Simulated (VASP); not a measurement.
All values below come from LDA (Ceperley-Alder, Perdew-Zunger), VASP's LDA PAW potentials (set 64) (plane waves; VASP).

Input for VASP

### INCAR
```
SYSTEM = ZrS2
PREC = Accurate; ENCUT = 300; LREAL = F
LASPH = T
EDIFF = 1E-08; NELM = 100; ALGO = Normal
LMAXMIX = 4
ISMEAR = -1; SIGMA = 0.1
ISIF = 2
LWAVE = F; LCHARG = F
```

KPOINTS:
```
K-points
0
Gamma
  11 11 1
0 0 0
```

### POSCAR
```
ZrS2
1
    3.5749660000     0.0000000000     0.0000000000
   -1.7874840000     3.0960120000     0.0000000000
    0.0000000000     0.0000000000    16.9473320000
Zr S
1 2
Direct
  0.0000000000   0.0000000000   0.5000000000
  0.3333330000   0.6666670000   0.5869560000
  0.6666670000   0.3333330000   0.4130440000
```

POTCAR, in this order: Zr_sv S (LDA.64 set). Program: vasp_std.

The cell holds a wide vacuum, so values per volume refer to the whole cell.

Task: Predict the energy per atom (σ→0), largest force.

Result: 
| Item | Value |
|---|---|
| energy per atom (σ→0) | -7.744 eV/atom |
| largest force | 0.00690 Ry/bohr |

### OSZICAR
```
...
DAV:  18    -0.232322712514E+02   -0.52895E-04   -0.59384E-06   640   0.820E-03    0.684E-03
DAV:  19    -0.232322778017E+02   -0.65502E-05   -0.32431E-07   728   0.224E-03    0.289E-03
DAV:  20    -0.232322807076E+02   -0.29059E-05   -0.13876E-07   640   0.137E-03    0.107E-03
DAV:  21    -0.232322821308E+02   -0.14232E-05   -0.74030E-08   584   0.796E-04    0.321E-04
DAV:  22    -0.232322822923E+02   -0.16151E-06   -0.45365E-09   616   0.268E-04    0.252E-04
DAV:  23    -0.232322823169E+02   -0.24581E-07   -0.61395E-10   464   0.120E-04    0.500E-05
DAV:  24    -0.232322823204E+02   -0.35413E-08   -0.14314E-10   464   0.616E-05
   1 F= -.23232282E+02 E0= -.23231546E+02  d E =-.147271E-02
```

The cell is a sheet with vacuum, built from a generated structure.
